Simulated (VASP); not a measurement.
Consider the following.

```xyz
4
Lattice="1.6096 -2.7879 0.0000 1.6096 2.7879 0.0000 0.0000 0.0000 5.2415" Properties=species:S:1:pos:R:3 pbc="T T T"
Ga     1.6096    -0.9293     2.6210
Ga     1.6096     0.9293     0.0003
N      1.6096    -0.9293     4.5965
N      1.6096     0.9293     1.9758
```

Level of theory: PBE GGA, VASP's PBE PAW potentials (set 64) (plane waves; VASP). Numerical set-up: 520 eV cut-off, 11×11×6 Γ-centred mesh, tetrahedra with Blöchl corrections, potentials Ga_d N.

Q: Estimate the energy per atom (σ→0).

A: 
- energy per atom (σ→0): -6.082 eV/atom

Total energies compare only between runs with the same potentials, cut-off and functional.

The compound is GaN in the wurtzite structure. It was relaxed first.
